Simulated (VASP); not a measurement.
Here is a VASP 6.6.1 calculation.

Contents of INCAR:

```
SYSTEM = TaAs
PREC = Accurate ; ENCUT = 520
EDIFF = 1E-7 ; ISMEAR = -1
SIGMA = 0.05 ; LREAL = .False.
LASPH = .True. ; NELM = 100
ALGO = Fast ; ISIF = 2
LWAVE = .False. ; LCHARG = .False.
LMAXMIX = 4 ; LDAU = .True.
LDAUTYPE = 2 ; LDAUL = 2 -1
LDAUU = 2 0 ; LDAUJ = 0 0
LDAUPRINT = 1 ; LDIPOL = .True.
IDIPOL = 3 ; DIPOL = 0.5 0.5 0.500
GGA = PE ; NBANDS = 42
```

Contents of KPOINTS:

```
Automatic mesh
0
Gamma
  6 6 1
  0 0 0
```

The input POSCAR:

```
TaAs
1.0
    3.4436267244      0.0000000000      0.0000000000
    0.0000000000      3.4436267244      0.0000000000
    0.0000000000      0.0000000000     24.7720569659
Ta As
4 4
Direct
    0.5000000000      0.5000000000      0.3027604857
    0.0000000000      0.5000000000      0.4211992077
    0.0000000000      0.0000000000      0.5396379297
    0.5000000000      0.0000000000      0.6580766517
    0.0000000000      0.0000000000      0.3419233483
    0.5000000000      0.0000000000      0.4603620703
    0.5000000000      0.5000000000      0.5788007923
    0.0000000000      0.5000000000      0.6972395143
```

Potentials or basis: VASP PAW PBE potentials, release 64 (Ta_pv, As).

The run is started by

```bash
$ cat potpaw_PBE.64/Ta_pv/POTCAR potpaw_PBE.64/As/POTCAR > POTCAR
$ mpirun -np 1 vasp_std > vasp.out
```

(1) What does it give for the band gap on the k mesh?

(2) Predict the largest force.

Answers

(1) none (metal or under the smearing width).

(2) 0.913 eV/Å.

Caveat: U without spin polarisation on a metal has little footing; the U is typed as a test and isn't derived for this compound.
